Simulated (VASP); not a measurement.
Here is the system:

```yaml
crystal:
  lattice:
    - [0.00000, 2.45798, 2.45798]
    - [2.45798, 0.00000, 2.45798]
    - [2.45798, 2.45798, 0.00000]
  atoms:
    - { symbol: Be, position: [0.00000, 0.00000, 0.00000] }
    - { symbol: S, position: [0.25000, 0.25000, 0.25000] }
```

Level of theory: RPBE GGA, VASP's PBE PAW potentials (set 64) (plane waves; VASP 6.6.1). Numerical set-up: 520 eV cut-off, Gaussian smearing of 0.050 eV, potentials Be S.

Question: Estimate the band gap (along the path) with the smallest direct gap where there is one.

Answer: 
```json
{
 "band gap (along the path)": "3.31 eV",
 "smallest direct gap (along the path)": "5.65 eV"
}
```

Total energies compare only between runs with the same potentials, cut-off and functional.

The compound is BeS in the zinc blende structure. It was relaxed first.
